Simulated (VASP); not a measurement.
Input of a VASP 6.6.1 run:

Contents of INCAR:

```
PREC = Normal
ENCUT = 520
EDIFF = 1E-4
ISMEAR = 0
SIGMA = 0.15
LREAL = False
LASPH = True
NELM = 60
ALGO = Fast
ISIF = 3
LWAVE = False
LCHARG = False
GGA = PE
IBRION = 2
NSW = 24
EDIFFG = -0.08
```

The input KPOINTS:

```
Automatic mesh
0
Gamma
  4 4 2
```

The input POSCAR:

```
BeZn2Se3
1.0
    3.8500000000      0.0000000000      0.0000000000
   -1.9250000000      3.3341978000      0.0000000000
    0.0000000000      0.0000000000      9.4400000000
Be Zn Se
1 2 3
Direct
    0.0000000000      0.0000000000      0.0000000000
    0.3333333300      0.6666666700      0.3333300000
    0.6666666700      0.3333333300      0.6666700000
    0.0000000000      0.0000000000      0.2500000000
    0.6666666700      0.3333333300      0.9166700000
    0.3333333300      0.6666666700      0.5833300000
```

Potentials or basis: VASP PAW PBE potentials, release 64 (Be, Zn, Se).

Launch:

```bash
$ cat potpaw_PBE.64/Be/POTCAR potpaw_PBE.64/Zn/POTCAR potpaw_PBE.64/Se/POTCAR > POTCAR
$ mpirun -np 1 vasp_std > vasp.out
```

Q: Predict the space group after relaxing (to 0.05 Å).

A: P3m1 (No. 156).

Q: What does it give for the band gap on the k mesh?

A: 1.73 eV, direct.

Q: What does it give for the relaxed cell?

A: a = 3.946 Å, b = 3.946 Å, c = 9.622 Å, α = 90.00°, β = 90.00°, γ = 120.00°.

Q: Predict the relaxed volume.

A: 21.62 Å³/atom.

Stress tensor (GPa, compression positive):
```
-0.21  0.00  0.00
 0.00 -0.21  0.00
 0.00  0.00  0.04
```

Caveat: the k mesh is coarse (spacing up to 0.47 Å⁻¹), so the values aren't converged. Expect the measured gap to be larger: semilocal functionals such as PBE lack the derivative discontinuity.
